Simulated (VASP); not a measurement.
Method: PBEsol GGA, VASP's PBE PAW potentials (set 64) (plane waves; VASP).

A VASP calculation is set up with these files.

**KPOINTS**
```
Automatic mesh
0
Gamma
  6 6 6
```

**POSCAR**
```
BaZrO3
1.0
  4.1900000000   0.0000000000   0.0000000000
  0.0000000000   4.1900000000   0.0000000000
  0.0000000000   0.0000000000   4.1900000000
Ba Zr O
1 1 3
Cart
  0.0000000000   0.0000000000   0.0000000000
  2.0950000000   2.0950000000   2.0950000000
  2.0950000000   0.0000000000   2.0950000000
  0.0000000000   2.0950000000   2.0950000000
  2.0950000000   2.0950000000   0.0000000000
```

### INCAR
```
SYSTEM = BaZrO3
PREC = Accurate
ENCUT = 400
EDIFF = 1E-6
NELM = 100
ALGO = Normal
LREAL = .FALSE.
LASPH = .TRUE.
ISMEAR = -1
SIGMA = 0.05
GGA = PS
LMAXMIX = 4
LWAVE = .FALSE.
LCHARG = .FALSE.
ISIF = 2
```

POTCAR, in this order: Ba_sv Zr_sv O (PBE.64 set). Program: vasp_std.

Output

### OUTCAR
```
 ion  position               nearest neighbor table
   1  0.000  0.000  0.000-   3 2.96   4 2.96   5 2.96   3 2.96   4 2.96   4 2.96   5 2.96   4 2.96
                             3 2.96   5 2.96   3 2.96   5 2.96   2 3.63   2 3.63   2 3.63   2 3.63
   2  0.500  0.500  0.500-   3 2.10   4 2.10   5 2.10   5 2.10   3 2.10   4 2.10   1 3.63   1 3.63
                             1 3.63   1 3.63   1 3.63   1 3.63   1 3.63   1 3.63
   3  0.500  0.000  0.500-   2 2.10   2 2.10   1 2.96   1 2.96   1 2.96   1 2.96
   4  0.000  0.500  0.500-   2 2.10   2 2.10   1 2.96   1 2.96   1 2.96   1 2.96
   5  0.500  0.500  0.000-   2 2.10   2 2.10   1 2.96   1 2.96   1 2.96   1 2.96
  LATTYP: Found a simple cubic cell.
 ALAT       =     4.1900000000
 Subroutine PRICEL returns:
 Original cell was already a primitive cell.
 Subroutine GETGRP returns: Found 48 space group operations
The static configuration has the point symmetry O_h .
The dynamic configuration has the point symmetry O_h .
 Subroutine INISYM returns: Found 48 space group operations
 Subroutine IBZKPT returns following result:
 Found     20 irreducible k-points:

 Following reciprocal coordinates:
            Coordinates               Weight
  0.000000  0.000000  0.000000      1.000000
  0.166667  0.000000  0.000000      6.000000
  0.333333  0.000000  0.000000      6.000000
  0.500000  0.000000  0.000000      3.000000
  0.166667  0.166667  0.000000     12.000000
  0.333333  0.166667  0.000000     24.000000
  0.500000  0.166667  0.000000     12.000000
  0.333333  0.333333  0.000000     12.000000
  0.500000  0.333333  0.000000     12.000000
  0.500000  0.500000  0.000000      3.000000
  0.166667  0.166667  0.166667      8.000000
  0.333333  0.166667  0.166667     24.000000
  0.500000  0.166667  0.166667     12.000000
  0.333333  0.333333  0.166667     24.000000
  0.500000  0.333333  0.166667     24.000000
  0.500000  0.500000  0.166667      6.000000
  0.333333  0.333333  0.333333      8.000000
  0.500000  0.333333  0.333333     12.000000
  0.500000  0.500000  0.333333      6.000000
...
```

File OSZICAR:
```
       N       E                     dE             d eps       ncg     rms          rms(c)
DAV:   1     0.286091517419E+03    0.28609E+03   -0.19466E+04   960   0.134E+03
DAV:   2    -0.325614406498E+02   -0.31865E+03   -0.31311E+03  1272   0.357E+02
DAV:   3    -0.501452182933E+02   -0.17584E+02   -0.17569E+02  1648   0.833E+01
DAV:   4    -0.504252532176E+02   -0.28003E+00   -0.27994E+00  1320   0.895E+00
DAV:   5    -0.504312857334E+02   -0.60325E-02   -0.60323E-02  1464   0.994E-01    0.306E+01
DAV:   6    -0.437870511532E+02    0.66442E+01   -0.41239E+01  1256   0.408E+01    0.143E+01
DAV:   7    -0.437082160764E+02    0.78835E-01   -0.30374E+00  1416   0.988E+00    0.800E+00
DAV:   8    -0.436653562403E+02    0.42860E-01   -0.27650E-01  1328   0.422E+00    0.681E-01
DAV:   9    -0.436634791167E+02    0.18771E-02   -0.44941E-02  1304   0.121E+00    0.430E-01
DAV:  10    -0.436640487042E+02   -0.56959E-03   -0.12134E-02  1312   0.969E-01    0.200E-01
DAV:  11    -0.436637878344E+02    0.26087E-03   -0.15898E-03  1232   0.347E-01    0.298E-02
DAV:  12    -0.436638059056E+02   -0.18071E-04   -0.93201E-05  1256   0.720E-02    0.347E-02
DAV:  13    -0.436638042345E+02    0.16711E-05   -0.10998E-05  1376   0.275E-02    0.287E-03
DAV:  14    -0.436638042111E+02    0.23352E-07   -0.10131E-06   808   0.843E-03
   1 F= -.43663804E+02 E0= -.43663804E+02  d E =-.472037E-11
```

**OUTCAR**
```
------------------------ aborting loop because EDIFF is reached ----------------------------------------
  FORCE on cell =-STRESS in cart. coord.  units (eV):
  Direction    XX          YY          ZZ          XY          YZ          ZX
  --------------------------------------------------------------------------------------
  Total       -1.9352400     -1.9352400     -1.9352400      0.0000000      0.0000000      0.0000000
  in kB      -42.1505588    -42.1505588    -42.1505588      0.0000000      0.0000000      0.0000000
  external PRESSURE =     -42.1505588 kB  Pullay stress =       0.0000000 kB
  volume of cell :       73.56
      direct lattice vectors                 reciprocal lattice vectors
     4.190000000  0.000000000  0.000000000     0.238663484  0.000000000  0.000000000
     0.000000000  4.190000000  0.000000000     0.000000000  0.238663484  0.000000000
     0.000000000  0.000000000  4.190000000     0.000000000  0.000000000  0.238663484
 POSITION                                       TOTAL-FORCE (eV/Angst)
 -----------------------------------------------------------------------------------
      0.00000      0.00000      0.00000         0.000000      0.000000      0.000000
      2.09500      2.09500      2.09500         0.000000      0.000000      0.000000
      2.09500      0.00000      2.09500         0.000000      0.000000      0.000000
      0.00000      2.09500      2.09500         0.000000      0.000000      0.000000
      2.09500      2.09500      0.00000         0.000000      0.000000      0.000000
 -----------------------------------------------------------------------------------
    total drift:                                0.000000      0.000000      0.000000
  FREE ENERGIE OF THE ION-ELECTRON SYSTEM (eV)
  ---------------------------------------------------
  free  energy   TOTEN  =       -43.6638042111 eV

  energy  without entropy=      -43.6638042111  energy(sigma->0) =      -43.66380421
```
(Selected blocks of OUTCAR.)

At this cut-off the stress carries a Pulay error, which pulls relaxed volumes low.

The structure is a typed BaZrO3 crystal (Pm-3m). The cell was not relaxed at this level. The run is one of a series of settings (GGA = PS, POTCAR Ba_sv Zr_sv O (PBE.64 set) against the base run), some of them coarse on purpose.
